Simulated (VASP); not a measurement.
Calculation: revPBE GGA, VASP's PBE PAW potentials (set 64) (plane waves; VASP).

A VASP calculation is set up with these files.

### POSCAR
```
MgF2
1.0
  4.8359548120   0.0000000000   0.0000000000
  0.0000000000   4.8359548120   0.0000000000
  0.0000000000   0.0000000000   3.1808703721
Mg F
2 4
Cart
  4.8359548120   0.0000000000   0.0000000000
  2.4179774060   2.4179774060   1.5904351860
  1.4680888313   1.4680888313   0.0000000000
  3.8860662373   0.9498885747   1.5904351860
  0.9498885747   3.8860662373   1.5904351860
  3.3678659807   3.3678659807   0.0000000000
```

File KPOINTS:
```
kpoints
0
G
 5 5 7
0 0 0
```

**INCAR**
```
! general
SYSTEM = MgF2
PREC   = Accurate
ENCUT  = 520
LREAL  = .False.
LASPH  = .True.

! electronic loop
EDIFF  = 1E-7
NELM   = 100
ALGO   = Normal

! smearing
ISMEAR = 0
SIGMA  = 0.05

! functional
GGA    = RE

! ions
IBRION = 2
NSW    = 30
ISIF   = 4
EDIFFG = -0.01

! output
LWAVE  = .False.
LCHARG = .False.
```

POTCAR, in this order: Mg F (PBE.64 set). Program: vasp_std.

**Question.** Predict the energy per atom (σ→0), band gap (on the k-mesh).

**Answer.** 
```yaml
energy per atom (σ→0): -5.006 eV/atom
band gap (on the k-mesh): 6.52 eV
```

**OSZICAR**
```
...
DAV:   2    -0.300392436176E+02   -0.36243E-02   -0.73535E-02  1116   0.231E+00    0.330E-01
DAV:   3    -0.300375384552E+02    0.17052E-02   -0.14454E-03  1092   0.448E-01    0.118E-01
DAV:   4    -0.300373331408E+02    0.20531E-03   -0.61704E-04  1100   0.260E-01    0.225E-02
DAV:   5    -0.300373418571E+02   -0.87163E-05   -0.64925E-05  1032   0.640E-02    0.148E-02
DAV:   6    -0.300373447880E+02   -0.29309E-05   -0.46424E-06  1076   0.230E-02    0.463E-03
DAV:   7    -0.300373455295E+02   -0.74154E-06   -0.15552E-06  1120   0.118E-02    0.216E-03
DAV:   8    -0.300373455204E+02    0.91436E-08   -0.30117E-07   988   0.621E-03
   3 F= -.30037346E+02 E0= -.30037346E+02  d E =-.448658E-02
```

The compound is MgF2 in the rutile structure. This cell is one point of a volume scan, at 1.06 of the reference volume. Symmetry was kept, so distortions that lower it aren't found.
